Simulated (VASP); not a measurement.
# Shielding tensors and field gradients of Si3N4, part 3 of 3

What are the shielding tensors of Si3N4? The cell has space group I-43d. The start is a cell from a database of measured crystal structures.

VASP 6.6.1, plane waves and PAW; the level of theory is named at each step.

So far. Step 2 (Ground state): The cell has a gap of 3.94 eV on this mesh and a pressure of -5.9 GPa, which holds the misfit of the given cell and coordinates with this functional, and any error of cutoff, mesh and data sets.

## (3) Shielding tensors (continued)

Level of this step: chemical shifts by linear response (GIPAW), LDA; plane waves and PAW (Si, N) (VASP).

OUTCAR, selected parts (step 3):

```text
 Found      8 irreducible k-points:

   NELECT =      64.0000    total number of electrons

  Total       -6.1436747     -6.1436747     -6.1436747      0.0000000     -0.0000000      0.0000000
  in kB      -72.5286904    -72.5286904    -72.5286904      0.0000000     -0.0000000      0.0000000
  external PRESSURE =     -72.5286904 kB  Pullay stress =       0.0000000 kB

 POSITION                                       TOTAL-FORCE (eV/Angst)
 -----------------------------------------------------------------------------------
      3.23735      1.61868      0.80934         0.000000     -0.000000      0.000000
      3.23735     -1.61868      2.42801         0.000000      0.000000      0.000000
      1.61868      0.80934      3.23735         0.000000     -0.000000      0.000000
      0.80934      3.23735      1.61868         0.000000      0.000000      0.000000
     -1.61868      2.42801      3.23735         0.000000      0.000000      0.000000
      2.42801      3.23735     -1.61868         0.000000      0.000000      0.000000
     -0.20331      3.03404      0.20331        -0.019081     -0.019081      0.019081
      4.65272     -1.41537      1.41537        -0.019081      0.019081     -0.019081
      0.20331      0.20331      0.20331         0.019081      0.019081      0.019081
     -1.41537      1.41537      4.65272         0.019081     -0.019081     -0.019081
      3.03404      0.20331     -0.20331        -0.019081      0.019081     -0.019081
      1.41537      4.65272     -1.41537        -0.019081     -0.019081      0.019081
      0.20331     -0.20331      3.03404         0.019081     -0.019081     -0.019081
      1.82198      1.82198      1.82198         0.019081      0.019081      0.019081
 -----------------------------------------------------------------------------------
    total drift:                               -0.000000     -0.000000      0.000000

 Electric field gradients after diagonalization (V/A^2)
 (convention: |V_zz| > |V_xx| > |V_yy|)
----------------------------------------------------------------------
 ion       V_xx      V_yy      V_zz     asymmetry (V_yy - V_xx)/ V_zz
----------------------------------------------------------------------
   1       0.427     0.427    -0.854       0.000
   2       0.427     0.427    -0.854       0.000
   3       0.427     0.427    -0.854       0.000
   4       0.427     0.427    -0.854       0.000
   5       0.427     0.427    -0.854       0.000
   6       0.427     0.427    -0.854       0.000
   7      26.557    26.555   -53.111       0.000
   8      26.557    26.555   -53.111       0.000
   9      26.556    26.556   -53.111       0.000
  10      26.557    26.555   -53.111       0.000
  11      26.557    26.555   -53.111       0.000
  12      26.557    26.555   -53.111       0.000
  13      26.557    26.555   -53.111       0.000
  14      26.556    26.556   -53.111       0.000
----------------------------------------------------------------------

  ORBITAL MAGNETIC SUSCEPTIBILITY, excluding core contribution
 -------------------------------------------------------------
  Approximate magnetic susceptibility, pGv (10^-6 cm^3/mole)
     1        -89.642541          0.000000         -0.000000
     2          0.000000        -89.642541          0.000000
     3         -0.000000          0.000000        -89.642541
 -------------------------------------------------------------
  Approximate magnetic susceptibility, vGv (10^-6 cm^3/mole)
     1        -74.981615          0.000000          0.000000
     2          0.000000        -74.981615         -0.000000
     3          0.000000         -0.000000        -74.981615

  CSA tensor (J. Mason, Solid State Nucl. Magn. Reson. 2, 285 (1993))
  for chemical shielding  (including the isotropic core contribution)

  BDIR labels direction of applied magnetic field (i.e. B0)
  For BDIR==1, B0 along x-axis, etc.
  Induced field listed along cartesian directions for each BDIR
 ------------------------------------------------------------------------------------------
                 EXCLUDING G=0 CONTRIBUTION              INCLUDING G=0 CONTRIBUTION
 ------------------------------------------------------------------------------------------
  ion  BDIR            X           Y           Z                X           Y           Z
          (   iso_shield        span        skew ) (   iso_shield        span        skew )
 ------------------------------------------------------------------------------------------
    1     1     343.9274    -13.8418      0.0000         354.6732    -13.8418      0.0000
          2      13.8418    343.9274      0.0000          13.8418    354.6732      0.0000
          3      -0.0000     -0.0000    370.8224          -0.0000     -0.0000    381.5682
          (     352.8924     26.8950      1.0000 ) (     363.6382     26.8950      1.0000 )

    2     1     343.9274     13.8418      0.0000         354.6732     13.8418      0.0000
          2     -13.8418    343.9274     -0.0000         -13.8418    354.6732     -0.0000
          3      -0.0000     -0.0000    370.8224          -0.0000     -0.0000    381.5682
          (     352.8924     26.8950      1.0000 ) (     363.6382     26.8950      1.0000 )

    3     1     343.9274      0.0000     13.8418         354.6732      0.0000     13.8418
          2       0.0000    370.8224     -0.0000           0.0000    381.5682     -0.0000
          3     -13.8418     -0.0000    343.9274         -13.8418     -0.0000    354.6732
          (     352.8924     26.8950      1.0000 ) (     363.6382     26.8950      1.0000 )

    4     1     370.8224     -0.0000      0.0000         381.5682     -0.0000      0.0000
          2       0.0000    343.9274    -13.8418           0.0000    354.6732    -13.8418
          3       0.0000     13.8418    343.9274           0.0000     13.8418    354.6732
          (     352.8924     26.8950      1.0000 ) (     363.6382     26.8950      1.0000 )

    5     1     343.9274     -0.0000    -13.8418         354.6732     -0.0000    -13.8418
          2       0.0000    370.8224      0.0000           0.0000    381.5682      0.0000
          3      13.8418     -0.0000    343.9274          13.8418     -0.0000    354.6732
          (     352.8924     26.8950      1.0000 ) (     363.6382     26.8950      1.0000 )

    6     1     370.8224      0.0000      0.0000         381.5682      0.0000      0.0000
          2       0.0000    343.9274     13.8418          -0.0000    354.6732     13.8418
          3       0.0000    -13.8418    343.9274           0.0000    -13.8418    354.6732
          (     352.8924     26.8950      1.0000 ) (     363.6382     26.8950      1.0000 )

    7     1     101.7866     11.2835    -20.5477         112.5324     11.2835    -20.5477
          2      20.5477    101.7866    -11.2835          20.5477    112.5324    -11.2835
          3     -11.2835    -20.5477    101.7866         -11.2835    -20.5477    112.5324
          (     101.7866     47.7468      1.0000 ) (     112.5324     47.7468      1.0000 )

    8     1     101.7866    -20.5477     11.2835         112.5324    -20.5477     11.2835
          2     -11.2835    101.7866    -20.5477         -11.2835    112.5324    -20.5477
          3      20.5477    -11.2835    101.7866          20.5477    -11.2835    112.5324
          (     101.7866     47.7468      1.0000 ) (     112.5324     47.7468      1.0000 )

    9     1     101.7866     11.2835     20.5477         112.5324     11.2835     20.5477
          2      20.5477    101.7866     11.2835          20.5477    112.5324     11.2835
          3      11.2835     20.5477    101.7866          11.2835     20.5477    112.5324
          (     101.7866     47.7468      1.0000 ) (     112.5324     47.7468      1.0000 )

   10     1     101.7866    -20.5477    -11.2835         112.5324    -20.5477    -11.2835
          2     -11.2835    101.7866     20.5477         -11.2835    112.5324     20.5477
          3     -20.5477     11.2835    101.7866         -20.5477     11.2835    112.5324
          (     101.7866     47.7468      1.0000 ) (     112.5324     47.7468      1.0000 )

   11     1     101.7866    -11.2835     20.5477         112.5324    -11.2835     20.5477
          2     -20.5477    101.7866    -11.2835         -20.5477    112.5324    -11.2835
          3      11.2835    -20.5477    101.7866          11.2835    -20.5477    112.5324
          (     101.7866     47.7468      1.0000 ) (     112.5324     47.7468      1.0000 )

   12     1     101.7866     20.5477    -11.2835         112.5324     20.5477    -11.2835
          2      11.2835    101.7866    -20.5477          11.2835    112.5324    -20.5477
          3     -20.5477    -11.2835    101.7866         -20.5477    -11.2835    112.5324
          (     101.7866     47.7468      1.0000 ) (     112.5324     47.7468      1.0000 )

   13     1     101.7866    -11.2835    -20.5477         112.5324    -11.2835    -20.5477
          2     -20.5477    101.7866     11.2835         -20.5477    112.5324     11.2835
          3     -11.2835     20.5477    101.7866         -11.2835     20.5477    112.5324
          (     101.7866     47.7468      1.0000 ) (     112.5324     47.7468      1.0000 )

   14     1     101.7866     20.5477     11.2835         112.5324     20.5477     11.2835
          2      11.2835    101.7866     20.5477          11.2835    112.5324     20.5477
          3      20.5477     11.2835    101.7866          20.5477     11.2835    112.5324
          (     101.7866     47.7468      1.0000 ) (     112.5324     47.7468      1.0000 )
 ------------------------------------------------------------------------------------------

[... 9 parts as in an earlier step ...]

[... 1 further part left out ...]
```

Numbers from this step:

| Item | Value |
| --- | --- |
| free energy (TOTEN) | -125.3518 eV |
| Fermi energy | 7.612 eV |
| pressure | -7.253 GPa |
| gap on the k-mesh | 3.929 eV |
| least direct gap on the k-mesh | 4.128 eV |

Valence and core; the G = 0 term is that of a spherical sample. NMR shielding, by row:

```
atom  isotropic shielding (ppm)  span (ppm)  skew  isotropic shielding without the G = 0 term (ppm)
 Si1                      363.6       26.89     1                                             352.9
 Si2                      363.6       26.89     1                                             352.9
 Si3                      363.6       26.89     1                                             352.9
 Si4                      363.6       26.89     1                                             352.9
 Si5                      363.6       26.89     1                                             352.9
 Si6                      363.6       26.89     1                                             352.9
  N7                      112.5       47.75     1                                             101.8
  N8                      112.5       47.75     1                                             101.8
  N9                      112.5       47.75     1                                             101.8
 N10                      112.5       47.75     1                                             101.8
 N11                      112.5       47.75     1                                             101.8
 N12                      112.5       47.75     1                                             101.8
 N13                      112.5       47.75     1                                             101.8
 N14                      112.5       47.75     1                                             101.8
```

Ordered as |Vzz| ≥ |Vxx| ≥ |Vyy|, the program's way. Electric field gradients, by row:

```
atom  Vxx (V/Å²)  Vyy (V/Å²)  Vzz (V/Å²)  asymmetry
 Si1       0.427       0.427      -0.854          0
 Si2       0.427       0.427      -0.854          0
 Si3       0.427       0.427      -0.854          0
 Si4       0.427       0.427      -0.854          0
 Si5       0.427       0.427      -0.854          0
 Si6       0.427       0.427      -0.854          0
  N7       26.56       26.55      -53.11          0
  N8       26.56       26.55      -53.11          0
  N9       26.56       26.56      -53.11          0
 N10       26.56       26.55      -53.11          0
 N11       26.56       26.55      -53.11          0
 N12       26.56       26.55      -53.11          0
 N13       26.56       26.55      -53.11          0
 N14       26.56       26.56      -53.11          0
```

## (4) What came out

| Item | Value |
| --- | --- |
| Si, isotropic shielding | 363.6 ppm |
| N, isotropic shielding | 112.5 ppm |

What this shows: At LDA the isotropic shieldings are Si 363.6 ppm; N 112.5 ppm. The widest tensor is that of N7, with a span (largest less smallest principal value) of 47.7 ppm. The largest field gradient is Vzz = -53.1 V/Å² at N7. Shifts were not obtained, since a shift is the shielding of a reference compound, computed alike, less these values. The G = 0 term is the part set by the sample's shape, taken here for a sphere. No finer mesh was run, so convergence in it isn't shown. The cell has space group I-43d. The given cell is kept, although it stands at -7.3 GPa at LDA and ENCUT = 520 eV, which holds the mismatch of the given cell with this functional, any error of the entry itself and any basis-set error.

[Lines on the potential files, build, host, timing and source positions are cut from VASP's logs without a mark.]

[Logs are printed without paths, hosts, clocks, repeated set-up lines and the standing remarks that a program may print on its own settings, such as how far it seeks lower states.]

[Hosts, paths, dates, database ids (printed as entryN), source tags and the programs' standing remarks are cut or masked in the printed files.]
